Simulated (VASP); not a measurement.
A run of VASP 6.6.1 is set up as follows.

INCAR

```
SYSTEM = HfIn2Se5
PREC = Accurate ; ENCUT = 520
EDIFF = 1E-6 ; ISMEAR = 0
SIGMA = 0.03 ; LREAL = .False.
LASPH = .True. ; NELM = 80
ALGO = Normal ; ISIF = 2
LWAVE = .False. ; LCHARG = .False.
MAGMOM = 0 0 0 0 0 0 0 0 0 0 0 0 0 0 0 0 0 0 0 0 0 0 0 0 ; LORBIT = 11
LSORBIT = .True. ; GGA_COMPAT = .False.
LMAXMIX = 4 ; GGA = PE
KPAR = 8
```

File KPOINTS:

```
Automatic mesh
0
Gamma
  7 7 2
  0 0 0
```

The input POSCAR:

```
HfIn2Se5
1.0
    3.9654010000      0.0000000000      0.0000000000
   -1.9827010000      3.4341380000      0.0000000000
    0.0000000000      0.0000000000     17.6374300000
Hf In Se
1 2 5
Direct
    0.0000000000      0.0000000000      0.0000810000
    0.6666670000      0.3333330000      0.6219470000
    0.3333330000      0.6666670000      0.3803090000
    0.0000000000      0.0000000000      0.6965050000
    0.6666670000      0.3333330000      0.4775420000
    0.0000000000      0.0000000000      0.3016080000
    0.3333330000      0.6666670000      0.0835650000
    0.6666670000      0.3333330000      0.9154760000
```

The input KPOINTS_OPT:

```
path GMKGALHA,LM,KH
15
line-mode
reciprocal
 0.0000000000  0.0000000000  0.0000000000  G
 0.5000000000  0.0000000000  0.0000000000  M

 0.5000000000  0.0000000000  0.0000000000  M
 0.3333333333  0.3333333333  0.0000000000  K

 0.3333333333  0.3333333333  0.0000000000  K
 0.0000000000  0.0000000000  0.0000000000  G

 0.0000000000  0.0000000000  0.0000000000  G
 0.0000000000  0.0000000000  0.5000000000  A

 0.0000000000  0.0000000000  0.5000000000  A
 0.5000000000  0.0000000000  0.5000000000  L

 0.5000000000  0.0000000000  0.5000000000  L
 0.3333333333  0.3333333333  0.5000000000  H

 0.3333333333  0.3333333333  0.5000000000  H
 0.0000000000  0.0000000000  0.5000000000  A

 0.5000000000  0.0000000000  0.5000000000  L
 0.5000000000  0.0000000000  0.0000000000  M

 0.3333333333  0.3333333333  0.0000000000  K
 0.3333333333  0.3333333333  0.5000000000  H
```

Potentials or basis: VASP PAW PBE potentials, release 64 (Hf_pv, In_d, Se).

Command:

```bash
$ cat potpaw_PBE.64/Hf_pv/POTCAR potpaw_PBE.64/In_d/POTCAR potpaw_PBE.64/Se/POTCAR > POTCAR
$ mpirun -np 8 vasp_ncl > vasp.out
```

(1) Predict the largest force.

(2) Estimate the pressure.

## Answers

(1) 0.004 eV/Å.

(2) 0.0 GPa.

Caveat: this functional lacks dispersion, which binds the layers, so the pressure and a relaxed spacing across them are unreliable.
